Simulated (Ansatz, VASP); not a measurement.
# Cross-check of SnSe2 between VASP and Ansatz, part 2 of 2

Aim: how closely do two programs agree when they are given the same cell, functional and k mesh? The cell is taken from a series of runs on this material, whose earlier steps may have relaxed, scaled, displaced or heated it; both programs get it as it stands.

VASP 6.6.1 and Ansatz 0.2.0.

So far: Starting point; VASP: relaxation of cell and atoms, PBEsol.

**3. Ansatz: relaxation of cell and atoms, PBEsol**

Level of this step: Ansatz beside VASP: Kohn-Sham DFT, plane waves, PBEsol (Ansatz).

Ansatz runs on its default PAW (the set named soft_2) files.

The same cell, functional, mesh and smearing now go to Ansatz, which takes its cutoff from its data sets.

Input file input.yaml:

```yaml
crystal:
  lattice:
    - [3.8186463827, 0.0, 0.0]
    - [-1.9093231914, 3.3070447755, 0.0]
    - [0.0, 0.0, 6.155821449]
  atoms:
    - { symbol: Sn, position: [0.0, 0.0, 0.0] }
    - { symbol: Se, position: [0.3333333333, 0.6666666667, 0.2576911849] }
    - { symbol: Se, position: [0.6666666667, 0.3333333333, 0.7423088151] }
kpoints:
  mp_grid: { grid: [12, 12, 6] }
hamiltonian:
  xc: pbesol
scf:
  occupations: { method: gaussian, width: 0.02 }
output:
  forces: true
  stress: true
  eigenvalues: true
relax:
  adjacent_minimum: "off"
  f_tol: 0.005
  max_steps: 80
  cell: { stress_tol: 0.05 }
```

Run with:

```console
> ansatz run input.yaml --threads 16 --pin off --max-ram 61440MiB --backend cuda --events-out ev --progress --plain --runs-dir out
```

Numbers of over 12 decimals in the logs are rounded to 6 here.

The log of the run:

```text
Engine: ansatz 0.2.0, aarch64-unknown-linux-gnu
Pseudopotentials: kind: paw
Pseudopotential: Sn, paw, valence charge 14, recommended cutoff 420 eV (normal), Sn.paw.azcp
Pseudopotential: Se, paw, valence charge 16, recommended cutoff 420 eV (normal), Se.paw.azcp
Functional definition: PBEsol
  exchange = pbesol_x
  correlation = pbesol_c
device memory: the entry about to start is reckoned to put 4.0 GiB on a device that reports 182.5 GiB free
GPU FFT provider: cuFFT
GPU libraries: cuBLAS 13.8.1, cuFFT 12.4.0, cuSOLVER 12.3.2
GPU matrix products: emulated (plane waves: as basis.precision tells), large ones in fixed point in workspaces of 1.00 GiB
Crystal: 3 atoms, lattice volume = 77.738 Å³
Basis set: ecut = 420 eV, 1521 PW (Γ), exchange–correlation on 54×54×90 points (8 copies of the dense FFT grid, shifted against one another)
Bands: 28, of which v1, the nominal top of the filled ones, is band 23 counted from 1 (22 counted from 0)
Symmetry: 12 space group operations
Space group: P-3m1 (ITA 164), of the structure as read, at distance tolerance 4.3e-5 Å
k-points: 100 of 864
Non-local potential: Sn, projectors of the file, l = 0: 2, l = 1: 2, l = 2: 2, l = 3: 2
Non-local potential: Se, projectors of the file, l = 0: 2, l = 1: 2, l = 2: 3, l = 3: 1
PAW form: soft (Blöchl's): semilocal exchange-correlation on the pseudo side does not see the compensation charge
PAW frozen core: Sn, regenerated for the run's functional, and the local potential with it (the file was generated under x = pbe(κ = 0.804, μ = 0.219515), c = pbe(β = 0.066725))
PAW frozen core: Se, regenerated for the run's functional, and the local potential with it (the file was generated under x = pbe(κ = 0.804, μ = 0.219515), c = pbe(β = 0.066725))
PAW one-centre angular grid: Sn, 590 points (default); XC on 64 Gauss nodes
PAW one-centre angular grid: Se, 590 points (default); XC on 64 Gauss nodes
Initial density: superposition of atomic densities (neutral atoms: chi_scale 0, normalization atom), corrected by the library's trained network
Initial wavefunctions: pseudopotential atomic-orbital guess
GPU buffer pool allocated for 32805 grid points (all kernels)
GPU transforms: local potential and band sums: pruned to the plane-wave sphere, on 25×25×45
Functional: x = pbesol(κ = 0.804, μ = 0.123457), c = pbesol(β = 0.046)
SCF iter   1: F=—  HF=-16799.223576 eV  |F-HF|=—  |Δ(HF+E_count)|=         —  Δρ=2.17e-3  dr2=3.54e-3  ethr=1.77e-3  ⟨swp⟩=7.5  Hψ=13153  notcnv=0
preconditioner: auto → Resta (q_TF=auto, 2.500 Å⁻¹)  ε∞=2.8  [insulator: Δε(μ)=0.490 eV  Ē_g=15.958 eV  σ=0.020 eV  W_gap=1.00  n_scr=22 (ndim 8)  ℏωp=21.5 eV  f_vac=0.061  D(μ)=0.00/eV (n_scr^D=0)  ε∞_Penn≈2.8]
SCF iter   2: F=—  HF=-16799.220947 eV  |F-HF|=—  |Δ(HF+E_count)|=   2.63e-3  Δρ=1.08e-3  dr2=8.23e-4  ethr=7.70e-6  ⟨swp⟩=3.0  Hψ=6302  notcnv=0  defer=100
SCF iter   3: F=—  HF=-16799.220955 eV  |F-HF|=—  |Δ(HF+E_count)|=   7.81e-6  Δρ=3.28e-4  dr2=6.52e-5  ethr=1.79e-6  ⟨swp⟩=2.0  Hψ=4400  notcnv=0  defer=100
SCF iter   4: F=—  HF=-16799.220996 eV  |F-HF|=—  |Δ(HF+E_count)|=   4.16e-5  Δρ=1.20e-4  dr2=1.16e-5  ethr=1.42e-7  ⟨swp⟩=2.0  Hψ=3847  notcnv=0  defer=100
SCF iter   5: F=—  HF=-16799.221002 eV  |F-HF|=—  |Δ(HF+E_count)|=   6.29e-6  Δρ=2.38e-5  dr2=7.95e-7  ethr=2.53e-8  ⟨swp⟩=2.0  Hψ=3316  notcnv=0  defer=100
SCF iter   6: F=-16799.221003 eV  HF=-16799.221003 eV  |F-HF|=1.15e-7  |Δ(HF+E_count)|=   3.80e-7  Δρ=9.02e-6  dr2=7.12e-8  ethr=2.17e-10  ⟨swp⟩=8.8  Hψ=13125  notcnv=0
SCF 1 converged in 6 iterations: F = -16799.221003 eV  dr2 = 7.12e-8
  greatest PAW one-centre occupation: 1.000 electrons in one spin orbital (limit 2), on the Se atom at site 2 (counted from 0), in its partial waves of l = 2
relax step   1: F+E_penalty+E_count = -16799.22100294 eV  Δ(F+E_penalty+E_count) = +0.000e0 eV  max|allowed force component| = 4.302e-4 eV/Å  Δτ_max = 0.0000 Å  P = -0.017 GPa  Ω = 77.738 Å³  (6 SCF iters, dr2 threshold 1.00e-7 eV, accepted)
device memory: the entry about to start is reckoned to put 4.0 GiB on a device that reports 182.5 GiB free
GPU FFT provider: cuFFT
GPU libraries: cuBLAS 13.8.1, cuFFT 12.4.0, cuSOLVER 12.3.2
GPU matrix products: emulated (plane waves: as basis.precision tells), large ones in fixed point in workspaces of 1.00 GiB
Initial density: handed on by an earlier stage of this run
Initial wavefunctions: pseudopotential atomic-orbital guess (no wavefunctions were taken with the density)
GPU buffer pool allocated for 32805 grid points (all kernels)
GPU transforms: local potential and band sums: pruned to the plane-wave sphere, on 25×25×45
iter 1 solved again at ethr=1.24e-7 eV; its pass at ethr=3.10e-3 eV (dr2=5.70e-5 eV) is discarded
SCF iter   1: F=—  HF=-16799.220917 eV  |F-HF|=—  |Δ(HF+E_count)|=         —  Δρ=8.99e-6  dr2=7.13e-8  ethr=1.24e-7  ⟨swp⟩=3.2  Hψ=20358  notcnv=0
preconditioner: auto → Resta (q_TF=auto, 2.500 Å⁻¹)  ε∞=2.8  [insulator: Δε(μ)=0.494 eV  Ē_g=15.994 eV  σ=0.020 eV  W_gap=1.00  n_scr=22 (ndim 8)  ℏωp=21.5 eV  f_vac=0.057  D(μ)=0.00/eV (n_scr^D=0)  ε∞_Penn≈2.8]
SCF iter   2: F=—  HF=-16799.221003 eV  |F-HF|=—  |Δ(HF+E_count)|=   8.55e-5  Δρ=5.72e-6  dr2=2.77e-8  ethr=1.55e-10  ⟨swp⟩=2.5  Hψ=4565  notcnv=0
SCF iter   3: F=—  HF=-16799.221003 eV  |F-HF|=—  |Δ(HF+E_count)|=   6.37e-8  Δρ=1.66e-6  dr2=3.88e-9  ethr=6.01e-11  ⟨swp⟩=2.9  Hψ=4750  notcnv=0
SCF iter   4: F=—  HF=-16799.221003 eV  |F-HF|=—  |Δ(HF+E_count)|=   3.50e-9  Δρ=6.08e-7  dr2=3.82e-10  ethr=8.43e-12  ⟨swp⟩=2.0  Hψ=5100  notcnv=0
SCF iter   5: F=—  HF=-16799.221003 eV  |F-HF|=—  |Δ(HF+E_count)|=  3.53e-10  Δρ=1.99e-7  dr2=3.57e-11  ethr=1.00e-12  ⟨swp⟩=2.0  Hψ=4100  notcnv=0
SCF iter   6: F=-16799.221003 eV  HF=-16799.221003 eV  |F-HF|=3.64e-12  |Δ(HF+E_count)|=  4.73e-11  Δρ=8.36e-8  dr2=6.54e-12  ethr=1.00e-12  ⟨swp⟩=6.0  Hψ=12323  notcnv=0
SCF 2 converged in 6 iterations: F = -16799.221003 eV  dr2 = 6.54e-12
relax step   2: F+E_penalty+E_count = -16799.22100297 eV  Δ(F+E_penalty+E_count) = -2.303e-8 eV  max|allowed force component| = 4.587e-4 eV/Å  Δτ_max = 0.0000 Å  P = -0.017 GPa  Ω = 77.738 Å³  stress off target by 2.62e-2 GPa  SCF on the basis re-selected at this cell (its energy is not comparable with the rows above)  (6 SCF iters)
basis re-selected at this cell: Δ(F+E_penalty+E_count) = -2.303e-8 eV, ΔP = +0.000 GPa vs the last step (what re-selecting the basis moved, of the pressure what is left beyond the Pulay correction that the steps carried, after the strain that the cell walked since its last selection, with what the two solves' SCF thresholds leave and, on support functions, any second-order correction that the steps lacked; it is no m [...]
SCF converged after 6 iterations
Free energy (F): -16799.221003 eV
Harris-Foulkes:  -16799.221003 eV  (|F-HF|=3.64e-12)
Internal energy: -16799.221003 eV  (E = F + TS)
E sigma→0 (E₀):  -16799.221003 eV
Fermi energy:    8.199187 eV
--- Per-component energies (eV) ---
  E_band       = -867.247771
  E_kinetic    = 424.808785
  E_local      = -6006.991651  (includes V_loc(G=0)·N_el)
  E_nonlocal   = -1214.412458
  E_hartree    = 3073.702686
  E_xc         = -584.540045
  E_vxc        = -291.699975  (∫ρ·V_xc dr)
  E_paw        = -7805.400893  (= ΣΔE_a)
  E_vpaw       = 73.643413  (= ΣTr[D̂ρ^β])
  E_aug_tail   = -0.001220  (compensation charges beyond the density's cutoff)
  E_ewald      = -4688.687948
  E_core_change = 2.301741  (= ΣΔE_core)
  E_smearing   = -0.000000  (= −TS)
  E_closure    = -0.000000  (closes the sum)
  Σ components = -16799.221003   (vs F -16799.221003, Δ=0.00e0)
--- Forces (eV/Å), atoms counted from 1 ---
  atom   1  Sn     0.00000000    -0.00000000     0.00000000
  atom   2  Se     0.00000000     0.00000000     0.00045874
  atom   3  Se    -0.00000000    -0.00000000    -0.00045874
  max |Σ_I F_I| component: 4.63e-18 eV/Å
--- Stress (GPa, compression-positive) ---
       -0.026171      -0.000000       0.000000
       -0.000000      -0.026171       0.000000
        0.000000       0.000000       0.000707
  P = ⅓ Tr σ = -0.0172 GPa (-0.172 kbar)
--- Band table (eV; the first three rows and the last of 100) ---
  k-point 0: bands = [... 19 lower, 7.3538, 7.5946, 7.5946, 7.8102, 8.8023, 10.9009, 12.5228, 12.5228, ... 1 higher]
  k-point 1: bands = [... 19 lower, 7.3115, 7.3115, 7.6546, 7.6546, 9.4027, 10.8984, 12.4443, 12.4443, ... 1 higher]
  k-point 2: bands = [... 19 lower, 7.2554, 7.2554, 7.7469, 7.7469, 10.0741, 10.8599, 12.2944, 12.2944, ... 1 higher]
  k-point 99: bands = [... 19 lower, 3.7489, 4.2123, 7.5264, 7.5264, 10.2009, 12.2475, 12.2475, 13.7838, ... 1 higher]
--- Relaxed structure (1 steps of the walk, 1 accepted, 1 SCFs on fresh bases) ---
  F+E_penalty+E_count = -16799.22100297 eV   max|allowed force component| = 4.587e-4 eV/Å   (the final SCF, on the basis selected at the relaxed cell)
  cell:  # Å, volume = 77.7384 Å³
    - [3.818646, 2.8867556386985277e-11, 0.0]
    - [-1.909323, 3.307045, 0.0]
    - [0.0, 0.0, 6.155821449]
  atoms:
    - { symbol: Sn, position: [0.0, 0.0, 0.0] }
    - { symbol: Se, position: [0.333333, 0.666667, 0.2576911849] }
    - { symbol: Se, position: [0.666667, 0.333333, 0.7423088151] }
```

**4. Differences**

Known differences besides the potentials themselves: the data sets hold 46 valence electrons in Ansatz (on its default PAW (the set named soft_2) files) and 26 in VASP; the cutoff is 420 eV in Ansatz and 500 eV in VASP; Ansatz makes its cores anew for this functional, VASP keeps those of its PBE data sets; Ansatz adds a Pulay correction to the stress that steers its cell, VASP none. Total energies have different zeros and are not compared.

Both answers:

```tsv
quantity	Ansatz	VASP	difference
volume (Å³)	77.74	77.82	-0.11 %
edge a after relaxation, in the typed setting (Å)	3.819	3.820	-0.03 %
edge c after relaxation, in the typed setting (Å)	6.156	6.159	-0.05 %
```

**5. Results**

```json
{
 "difference in volume (relaxation of cell and atoms, PBEsol)": "-0.11 %"
}
```

The difference in volume is -0.11 % (relaxation of cell and atoms, PBEsol), within the 1.2 % picked in this series as the mark of a large difference, as far as the stopping tolerances let one tell. The data sets hold unlike numbers of valence electrons (46 in Ansatz and 26 in VASP), so part of the differences comes from the potentials. How closely two codes agree says nothing of how well the functional describes the real material.

[Lines on the potential files, build, host, timing and source positions are cut from VASP's logs without a mark.]

[Logs are printed without paths, hosts, clocks, repeated set-up lines and the standing remarks that a program may print on its own settings, such as how far it seeks lower states.]

[Hosts, paths, dates, database ids (printed as entryN), source tags and the programs' standing remarks are cut or masked in the printed files.]
